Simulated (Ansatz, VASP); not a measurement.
# Cross-check of C between VASP and Ansatz, part 2 of 2

One calculation is typed for both programs; each brings its own data sets. How far apart do they land? The cell is taken from a series of runs on this material, whose earlier steps may have relaxed, scaled, displaced or heated it; both programs get it as it stands.

VASP 6.6.1 and Ansatz 0.2.0.

So far. Step 2 (VASP: single point, LDA, pair 1): The run ends at a pressure of -3.54 GPa, with forces up to 0.62 eV/Å.

**5. VASP: single point, LDA, pair 2**

Level of this step: LDA; plane waves and PAW (C) (VASP).

With cell and atoms fixed, the geometry can't cause a difference; cores, projectors, grids and the points listed under the comparison can. The cell compared in this pair holds 97.65 Å³, against 95.03 Å³ for the pair before.

INCAR

```
SYSTEM = C
PREC = Accurate
ENCUT = 520
EDIFF = 1E-06
NELM = 120
ISMEAR = 0
SIGMA = 0.01
LREAL = .FALSE.
ALGO = Normal
GGA = PW92
NBANDS = 24
LORBIT = 11
LWAVE = .FALSE.
LCHARG = .FALSE.
ISIF = 2
LASPH = .TRUE.
GGA_COMPAT = .FALSE.
EFERMI = MIDGAP
KPAR = 2
```

POSCAR

```
C
1.0
    2.4600000000      0.0000000000      0.0000000000
   -1.2300000000      2.1304224933      0.0000000000
    0.0000000000     -1.4202816622     18.6333333333
C
8
Direct
    0.2358944544      0.4717889088      0.7076833631
    0.7497942755      0.4995885510      0.2493828265
    0.0828085868      0.1656171736      0.2484257603
    0.9028801431      0.8057602862      0.7086404293
    0.0225134168      0.0450268336      0.0675402504
    0.9631753131      0.9263506262      0.8895259392
    0.3564847943      0.7129695886      0.0694543828
    0.6292039356      0.2584078712      0.8876118068
```

KPOINTS

```
Automatic mesh
0
Gamma
5 5 5
0 0 0
```

Potentials, in the order of the species: C (LDA family, release 64).

On the command line:

```console
> mpirun -np 2 vasp_std
```

Log:

```text
[banner, memory and clock lines left out]
running    2 mpi-ranks, on    1 nodes
[...]
[... a notice as in an earlier step ...]

 LDA part: xc-table for (Slater(with rela. corr.)+PW92), standard interpolation
 POSCAR, INCAR and KPOINTS ok, starting setup
[...]
entering main loop
       N       E                     dE             d eps       ncg     rms          rms(c)
DAV:   1     0.142937582766E+03    0.14294E+03   -0.15537E+04   912   0.119E+03
DAV:   2    -0.740220214998E+02   -0.21696E+03   -0.20361E+03  1288   0.260E+02
DAV:   3    -0.862037988564E+02   -0.12182E+02   -0.12069E+02  1208   0.621E+01
DAV:   4    -0.864444761594E+02   -0.24068E+00   -0.24036E+00  1192   0.105E+01
[...]
DAV:  15    -0.808330743282E+02   -0.65268E-04   -0.47734E-06   968   0.126E-02    0.165E-03
DAV:  16    -0.808330819474E+02   -0.76193E-05   -0.77730E-07   928   0.492E-03    0.936E-04
DAV:  17    -0.808330822905E+02   -0.34305E-06   -0.86903E-08   864   0.189E-03
   1 F= -.80833082E+02 E0= -.80833082E+02  d E =0.000000E+00
```

Parts of OUTCAR (step 5):

```text
  Total       -2.9389322     -2.9389322     -0.4298055      0.0000000      0.0000000      0.0000000
  in kB      -48.2179516    -48.2179516     -7.0516571      0.0000000      0.0000000      0.0000000
  external PRESSURE =     -34.4958534 kB  Pullay stress =       0.0000000 kB

 POSITION                                       TOTAL-FORCE (eV/Angst)
 -----------------------------------------------------------------------------------
     -0.00000      0.00000     13.18650         0.000000      0.000000      0.325493
      1.23000      0.71014      4.64683        -0.000000     -0.000000     -0.325493
      0.00000      0.00000      4.62900        -0.000000      0.000000      0.293880
      1.23000      0.71014     13.20433         0.000000     -0.000000     -0.293880
      0.00000     -0.00000      1.25850        -0.000000      0.000000      0.621809
      1.23000      0.71014     16.57483         0.000000     -0.000000     -0.621809
      0.00000      1.42028      1.29417         0.000000      0.000000     -0.622412
      1.23000     -0.71014     16.53917        -0.000000      0.000000      0.622412
 -----------------------------------------------------------------------------------
    total drift:                                0.000002      0.000008     -0.000042

  FREE ENERGIE OF THE ION-ELECTRON SYSTEM (eV)
  ---------------------------------------------------
  free  energy   TOTEN  =       -80.8330822905 eV

  energy  without entropy=      -80.8330822905  energy(sigma->0) =      -80.83308229

[... 1 part as in an earlier step ...]

[... 2 further parts left out ...]
[key lines of the parts left out:]
E-fermi :   2.0200
```

The run ends at a pressure of -3.45 GPa, with forces up to 0.62 eV/Å.

**6. Ansatz: single point, LDA, pair 2**

The same cell, functional (in two slightly different forms) and mesh now go to Ansatz.

The cell is taken from a series of runs on this material, whose earlier steps may have relaxed, scaled, displaced or heated it; both programs get it as it stands.

input.yaml

```yaml
crystal:
  lattice:
    - [2.46, 0.0, 0.0]
    - [-1.23, 2.1304224933, 0.0]
    - [0.0, -1.4202816622, 18.6333333333]
  atoms:
    - { symbol: C, position: [0.2358944544, 0.4717889088, 0.7076833631] }
    - { symbol: C, position: [0.7497942755, 0.499588551, 0.2493828265] }
    - { symbol: C, position: [0.0828085868, 0.1656171735, 0.2484257603] }
    - { symbol: C, position: [0.9028801431, 0.8057602862, 0.7086404293] }
    - { symbol: C, position: [0.0225134168, 0.0450268336, 0.0675402504] }
    - { symbol: C, position: [0.9631753131, 0.9263506261, 0.8895259392] }
    - { symbol: C, position: [0.3564847943, 0.7129695886, 0.0694543828] }
    - { symbol: C, position: [0.6292039356, 0.2584078712, 0.8876118068] }
kpoints:
  mp_grid: { grid: [5, 5, 5] }
hamiltonian:
  xc: lda
  pseudopotentials: { kind: paw, source: ansatz, frozen_core: stored }
scf:
  occupations: { method: fixed }
  lower_state_search: "off"
  convergence: { dr2_threshold: 1.0e-09 }
output:
  embedding: [{ level: hf }]
basis:
  ecutwfc: 1000
```

On the command line:

```console
> ansatz run input.yaml --threads 20 --pin off --max-ram 73728MiB --backend cpu --events-out ev --progress --plain --runs-dir out
```

Log:

```text
[...]
Crystal: 8 atoms, lattice volume = 97.654 Å³
Basis set: ecut = 1000 eV, 7021 PW (Γ)
Bands: 24, of which v1, the nominal top of the filled ones, is band 16 counted from 1 (15 counted from 0)
Symmetry: 12 space group operations
[...]
k-points: 19 of 125
[...]
k-point 2: bands = [... 12 lower, 0.6290, 0.6290, 0.6301, 0.6301, 7.1161, 7.4646, 8.8383, 9.7770, ... 4 higher]
  k-point 18: bands = [... 12 lower, 1.7593, 2.0117, 2.2193, 2.3410, 4.8552, 4.9128, 4.9624, 5.0400, ... 4 higher]
[...]
hf on the whole cell: 16 occupied orbitals
[...]
E of the run      =     -1943.618700 eV
  E with the levels =     -1962.622183 eV; the forces and the stress are the run's own
[key lines of the parts left out:]
SCF converged after 10 iterations
Free energy (F): -1943.618700 eV
Fermi energy:    2.341031 eV
```

**7. Side by side**

Compared:

```
              quantity  Ansatz   VASP  difference
gap on the k mesh (eV)   2.514  2.512      +0.002
```

A gap on the mesh is an upper bound, since the band edges may lie between its points.

**8. Results**

| Property | Result |
| --- | --- |
| difference in gap on the k mesh (single point, LDA, pair 1) | 0.0018 eV |
| difference in gap on the k mesh (single point, LDA, pair 2) | 0.0017 eV |

What this shows: The difference in gap on the k mesh is 0.0018 eV (single point, LDA, pair 1), within the 0.08 eV picked in this series as the mark of a large difference. How closely two codes agree says nothing of how well the functional describes the real material.

[Lines on the potential files, build, host, timing and source positions are cut from VASP's logs without a mark.]

[Logs are printed without paths, hosts, clocks, repeated set-up lines and the standing remarks that a program may print on its own settings, such as how far it seeks lower states.]

[Hosts, paths, dates, database ids (printed as entryN), source tags and the programs' standing remarks are cut or masked in the printed files.]
